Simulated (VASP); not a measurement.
A cell of BaF$_{2}$ (fluorite) near equilibrium:

```yaml
crystal:
  lattice:
    - [0.00000, 3.11288, 3.11288]
    - [3.11288, 0.00000, 3.11288]
    - [3.11288, 3.11288, 0.00000]
  atoms:
    - { symbol: Ba, position: [0.00000, 0.00000, 0.00000] }
    - { symbol: F, position: [0.25000, 0.25000, 0.25000] }
    - { symbol: F, position: [0.75000, 0.75000, 0.75000] }
```

Method: r2SCAN meta-GGA, VASP's PBE PAW potentials (set 64) (plane waves; VASP).

Unless said otherwise, spin-orbit coupling is left out, though it shifts the bands of the heavy elements here.

| run | ΔE (meV/atom) | σxx | σyy | σzz | largest shear component, with its sign (GPa) | largest force (eV/Å) | gap (eV) |
|---|---|---|---|---|---|---|---|
| as it is | 0.0 | -0.02 | -0.02 | -0.02 | 0.00 | 0.000 | 7.29 |
| after one change | 7.7 | -1.58 | -1.58 | -3.56 | 0.00 | 0.000 | 7.07 |
Stress is in GPa, positive when the cell is compressed; gaps are those on the k-mesh, and 0.00 means metallic.

Task: Which change was made?
A) shear strain γ_xz = +1.5 %
B) atom 2 (F) moved by 0.075 Å along y
C) isotropic strain of -4.0 %
D) uniaxial strain of +4.0 % along z

Result: D, uniaxial strain of +4.0 % along z

The compound is BaF2 in the fluorite structure.
